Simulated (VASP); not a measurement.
Energy against volume of GaSb (zinc blende). These are SCAN meta-GGA, VASP's PBE PAW potentials (set 64) (plane waves; VASP) values and carry that method's errors. Numerical set-up: 520 eV cut-off, 10×10×10 Γ-centred mesh, first-order Methfessel-Paxton smearing of 0.10 eV, potentials Ga_d Sb.

| V (Å³/atom) | E (eV/atom) |
|---|---|
| 26.941 | -26.94373 |
| 27.801 | -26.95789 |
| 28.660 | -26.96148 |
| 29.520 | -26.95750 |

Q: Fit these four points and predict the energy of the run at 30.380 Å³/atom.

A: A cubic in V^(−2/3), the third-order Birch-Murnaghan form, passes through the four points with V0 = 28.59 Å³/atom and B0 = 48 GPa, and gives -26.9483 eV/atom there. The run gave -26.9459 eV/atom, +2.4 meV/atom from the fit; all five points give B0 = 52 GPa.

The compound is GaSb in the zinc blende structure. It was relaxed first.
